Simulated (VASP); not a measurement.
Mg3Cl2O:

```
Mg Cl O
1.0
     2.83567    1.63718    4.09820
    -2.83567    1.63718    4.09820
     0.00000   -3.27435    4.09820
Mg Cl O
3 2 1
Cartesian
  -1.4178 0.8186 2.0491
  1.4178 0.8186 2.0491
  0.0000 -1.6372 2.0491
  0.0000 0.0000 7.7466
  0.0000 0.0000 4.5480
  0.0000 0.0000 0.0000
```

The cell was built by a generator and needn't be a form met in nature.

- Program: VASP 6.6.1
- Task: relaxation of the atoms
- Functional: LDA
- Potentials or basis: VASP PAW LDA potentials, release 64 (Mg, Cl, O)
- Cutoff: 520 eV
- k mesh: 6 × 6 × 6
- Occupations: gaussian, width 0.05 eV
- Spin: no spin polarisation

At the start: pressure -6.4 GPa; volume 19.03 Å³/atom.

Q: Where does the relaxation end?

A: Over 6 steps the energy falls by 10.4 meV/atom; space group R-3m (No. 166, to 0.05 Å).

The path:
| step | energy change (eV) | largest force (eV/Å) | pressure (GPa) |
| --- | --- | --- | --- |
| 1 | 0.0000 | 0.4327 | -6.43 |
| 2 | -0.0172 | 0.3864 | -6.50 |
| 3 | -0.0538 | 0.1836 | -6.64 |
| 4 | -0.0216 | 0.5483 | -6.45 |
| 5 | -0.0614 | 0.0567 | -6.65 |
| 6 | -0.0622 | 0.0004 | -6.64 |

Final structure:
```
Mg Cl O
1.0
     2.83567    1.63718    4.09820
    -2.83567    1.63718    4.09820
     0.00000   -3.27435    4.09820
Mg Cl O
3 2 1
Direct
  0.00000 0.50000 0.00000
  0.50000 0.00000 0.00000
  0.00000 0.00000 0.50000
  0.61970 0.61970 0.61970
  0.38030 0.38030 0.38030
  0.00000 0.00000 0.00000
```
